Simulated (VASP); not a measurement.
Input:

```
Al3Sc
1.0
    5.75773     0.00000     0.00000
   -2.87887     4.98634     0.00000
    0.00000     0.00000    24.29746
Sc Al
4 12
Direct
  0.00000   0.00000   0.35489
  0.33333   0.66667   0.45163
  0.66667   0.33333   0.54837
  0.00000   0.00000   0.64511
  0.50000   0.50000   0.35489
  0.50000   0.00000   0.35489
  0.00000   0.50000   0.35489
  0.83333   0.16667   0.45163
  0.83333   0.66667   0.45163
  0.33333   0.16667   0.45163
  0.16667   0.83333   0.54837
  0.16667   0.33333   0.54837
  0.66667   0.83333   0.54837
  0.50000   0.50000   0.64511
  0.50000   0.00000   0.64511
  0.00000   0.50000   0.64511
```

Level of theory: PBEsol GGA, VASP's PBE PAW potentials (set 64) (plane waves; VASP 6.6.1). Settings: PREC = Normal, EDIFF = 1E-5, 400 eV cut-off, 6×6×1 Γ-centred mesh, first-order Methfessel-Paxton smearing of 0.10 eV, potentials Sc_sv Al.

Q: The ions are relaxed. What does this cell relax into?

A: 
```
Al3Sc
1.0
    5.75773     0.00000     0.00000
   -2.87887     4.98634     0.00000
    0.00000     0.00000    24.29746
Sc Al
4 12
Direct
  0.00000   0.00000   0.35556
  0.33333   0.66667   0.45330
  0.66667   0.33333   0.54670
  0.00000   0.00000   0.64444
  0.50127   0.49873   0.34922
  0.50127   0.00254   0.34922
  0.99746   0.49873   0.34922
  0.83081   0.16919   0.44971
  0.83081   0.66161   0.44971
  0.33839   0.16919   0.44971
  0.16919   0.83081   0.55029
  0.16919   0.33839   0.55029
  0.66161   0.83081   0.55029
  0.49873   0.50127   0.65078
  0.49873   0.99746   0.65078
  0.00254   0.50127   0.65078
```

Q: How much energy does the relaxation gain?

A: The energy (σ→0) changes by -14.6 meV/atom, in 9 ionic steps.

The cell is a thin slab with vacuum, built from Al3Sc (L1_2): (111) face.
